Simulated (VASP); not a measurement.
Level of theory: PBE GGA, VASP's PBE PAW potentials (set 64) (plane waves; VASP).

The input files of a VASP run:

File KPOINTS:
```
Automatic
0
Gamma
 5 5 5
0 0 0
```

### POSCAR
```
CsI
1
    4.5700000000     0.0000000000     0.0000000000
    0.0000000000     4.5700000000     0.0000000000
    0.0000000000     0.0000000000     4.5700000000
Cs I
1 1
Direct
  0.0000000000   0.0000000000   0.0000000000
  0.5000000000   0.5000000000   0.5000000000
```

### INCAR
```
LCHARG = .FALSE.
SIGMA = 0.05
SYSTEM = CsI
ISMEAR = 0   ! Gaussian
ISIF = 2   ! forces and stress, cell fixed
LWAVE = .FALSE.
ALGO = Normal
NELM = 100   ! most electronic steps
PREC = Accurate
LREAL = .FALSE.   ! projection in real space or not
LASPH = .FALSE.   ! aspherical one-centre terms
GGA = PE
EDIFF = 1E-6
LMAXMIX = 4   ! l cut-off of mixed one-centre charges
ENCUT = 400
```

POTCAR, in this order: Cs_sv I (PBE.64 set). Program: vasp_std.

Problem. What will the output report for the number of irreducible k-points (NKPTS), number of bands (NBANDS), largest plane-wave count, number of space-group operations, FFT grid (NGX, NGY, NGZ)?

Solution. 
| Property | Value |
|---|---|
| number of irreducible k-points (NKPTS) | 10 |
| number of bands (NBANDS) | 12 |
| largest plane-wave count | 1763 |
| number of space-group operations | 48 |
| FFT grid (NGX, NGY, NGZ) | 30 × 30 × 30 |

The compound is CsI in the CsCl type structure. The cell was not relaxed at this level. The run is one of a series of settings (LASPH = .FALSE. against the base run), some of them coarse on purpose.
